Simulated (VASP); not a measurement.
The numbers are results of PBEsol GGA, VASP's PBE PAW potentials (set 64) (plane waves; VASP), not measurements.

VASP ran on this input.

INCAR:
```
SYSTEM=Tb
PREC=Accurate; ENCUT=400; LREAL=.FALSE.
LASPH=.TRUE.
EDIFF=1E-7; NELM=100; ALGO=Normal
LMAXMIX=6
ISMEAR=-5
GGA=PS
ISIF=2
LWAVE=.FALSE.; LCHARG=.TRUE.; LORBIT=11
NEDOS=601
```

File POSCAR:
```
Tb
1.0
  3.1722475907   0.0000000000   0.0000000000
  0.0000000000   3.1722475907   0.0000000000
  0.0000000000   0.0000000000   3.1722475907
Tb
1
Direct
  0.0000000000   0.0000000000   0.0000000000
```

File KPOINTS:
```
Automatic mesh
0
Gamma
13 13 13
0 0 0
```

POTCAR, in this order: Tb_3 (PBE.64 set). Program: vasp_std.

The 4f electrons are frozen in the core of the lanthanide potential, so 4f levels, which can set the real gap, and their magnetism are missing.

Problem. Estimate the energy per atom (σ→0), band gap (on the k-mesh).

Solution. 
* **energy per atom (σ→0)**: -409.5 kJ/mol of atoms
* **band gap (on the k-mesh)**: none (metal, semimetal or under 0.01 eV)

File OSZICAR:
```
...
DAV:   6    -0.423652223381E+01   -0.68671E-02   -0.10694E-02  1648   0.836E-01    0.787E+00
DAV:   7    -0.424432001204E+01   -0.77978E-02   -0.14426E-02  1616   0.992E-01    0.149E-01
DAV:   8    -0.424413116365E+01    0.18885E-03   -0.10762E-03  1544   0.245E-01    0.440E-02
DAV:   9    -0.424413624949E+01   -0.50858E-05   -0.31330E-05  2192   0.553E-02    0.811E-03
DAV:  10    -0.424413032398E+01    0.59255E-05   -0.23572E-06  1568   0.126E-02    0.433E-03
DAV:  11    -0.424413046823E+01   -0.14426E-06   -0.17410E-07  1600   0.336E-03    0.457E-04
DAV:  12    -0.424413045914E+01    0.90914E-08   -0.88315E-09  1008   0.968E-04
   1 F= -.42441305E+01 E0= -.42441305E+01  d E =0.000000E+00
```

The structure was generated: Tb was put into the simple-cubic type (Pm-3m), which need not be its known phase. It was relaxed first, which changed the volume by -11 %.
